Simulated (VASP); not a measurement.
```
CELL_PARAMETERS angstrom
      1.45500    -2.52013     0.00000
      1.45500     2.52013     0.00000
      0.00000     0.00000     2.84000
ATOMIC_POSITIONS crystal
  W  0.00000 0.00000 0.00000
  C  0.33333 0.66667 0.50000
```

The base run (VASP): PBE GGA, plane waves, VASP's PBE PAW potentials (set 64). Numerical set-up: 520 eV cut-off, 13×13×12 Γ-centred mesh, first-order Methfessel-Paxton smearing of 0.10 eV, potentials W_sv C.

One setting is varied; ΔE counts from the base run. The base run took about 10 core-seconds. Costs are core time on shared hosts, one run each; read them as rough ratios.

Pressures at a finite cut-off, here 520 eV, hold a Pulay part, which wasn't tested here.

```csv
setting,cost over the base run,electronic steps,ΔE (meV/atom),pressure (GPa)
KPOINTS 3×3×3 Monkhorst-Pack mesh,about 1/5,13,153.2,10.25
KPOINTS 4×4×4 Monkhorst-Pack mesh,about 1/5,13,-14.0,5.30
KPOINTS 10×10×9 Monkhorst-Pack mesh,within a factor of 2,12,0.8,5.26
base run,reference,13,0.0,5.16
KPOINTS 14×14×13 Monkhorst-Pack mesh,about 2 times,13,-0.2,5.22
```

Left out are runs that failed, have no time on record or changed the cell.

The compound is WC in the wc structure. The cell was not relaxed at this level.
